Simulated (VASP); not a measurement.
OSZICAR of a VASP run on SnTe (space group Fm-3m):

### OSZICAR
```
       N       E                     dE             d eps       ncg     rms          rms(c)
DAV:   1     0.139521001581E+03    0.13952E+03   -0.69988E+03   564   0.123E+03
DAV:   2     0.854090383512E+01   -0.13098E+03   -0.12802E+03   588   0.337E+02
DAV:   3    -0.705307752378E+01   -0.15594E+02   -0.15252E+02   696   0.122E+02
DAV:   4    -0.762946093196E+01   -0.57638E+00   -0.57497E+00   672   0.252E+01
DAV:   5    -0.765031600351E+01   -0.20855E-01   -0.20854E-01   776   0.452E+00    0.639E+00
DAV:   6    -0.761258095798E+01    0.37735E-01   -0.76647E-02   716   0.237E+00    0.412E+00
DAV:   7    -0.761239523121E+01    0.18573E-03   -0.31288E-02   640   0.990E-01    0.198E+00
DAV:   8    -0.761342182310E+01   -0.10266E-02   -0.18145E-03   712   0.323E-01    0.344E-01
DAV:   9    -0.761313064633E+01    0.29118E-03   -0.13119E-03   724   0.318E-01    0.150E-01
DAV:  10    -0.761322007018E+01   -0.89424E-04   -0.19751E-04   588   0.904E-02    0.222E-02
DAV:  11    -0.761322682323E+01   -0.67531E-05   -0.12785E-05   668   0.335E-02    0.134E-02
DAV:  12    -0.761322788552E+01   -0.10623E-05   -0.19757E-06   512   0.115E-02    0.448E-03
DAV:  13    -0.761322810027E+01   -0.21476E-06   -0.58657E-07   352   0.756E-03
   1 F= -.76132281E+01 E0= -.76132281E+01  d E =-.120993E-10  mag=     0.0000    -0.0000     0.0000
```

Which electronic solver shows in the log?

It is blocked Davidson (ALGO = Normal, or the opening steps of other solvers). The INCAR had ALGO = Normal.

How was spin treated?

With non-collinear spinors: mag has three components.

Can the final energy be trusted as converged?

The run converged. It stopped with EDIFF = 1E-6, NELM = 100 (PBE GGA with spin-orbit coupling, plane waves, VASP's PBE PAW potentials (set 64)).

The structure is a typed SnTe crystal (Fm-3m). The cell was not relaxed at this level. The run is one of a series of settings (GGA_COMPAT = .FALSE., LNONCOLLINEAR = .TRUE., LSORBIT = .TRUE., MAGMOM = 0.0 0.0 0.0 0.0 0.0 0.0, program vasp_ncl against the base run), some of them coarse on purpose.
